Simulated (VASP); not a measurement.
A cell of CeO2 (fluorite) near equilibrium:

```xyz
3
Lattice="0.0000 2.6987 2.6987 2.6987 0.0000 2.6987 2.6987 2.6987 0.0000" Properties=species:S:1:pos:R:3 pbc="T T T"
Ce     0.0000     0.0000     0.0000
O      1.3493     1.3493     1.3493
O      4.0480     4.0480     4.0480
```

Computed with PBEsol GGA, VASP's PBE PAW potentials (set 64) (plane waves; VASP).

| run | ΔE (meV/atom) | σxx | σyy | σzz | largest shear component, with its sign (GPa) | largest force (eV/Å) | gap (eV) |
|---|---|---|---|---|---|---|---|
| as it is | 0.0 | 0.01 | 0.01 | 0.01 | 0.00 | 0.000 | 1.97 |
| after one change | 2.3 | 0.25 | 0.25 | 0.12 | 1.89 | 0.055 | 1.96 |
Stress is in GPa, positive when the cell is compressed; gaps are those on the k-mesh, and 0.00 means metallic.

Question: What was changed between the two runs?
A. atom 2 (O) moved by 0.050 Å along y
B. shear strain γ_xy = -3.0 %
C. uniaxial strain of -0.5 % along y
D. isotropic strain of -1.5 %

Answer: B, shear strain γ_xy = -3.0 %

The compound is CeO2 in the fluorite structure. The run is not spin-polarised, so no magnetic state was tried.
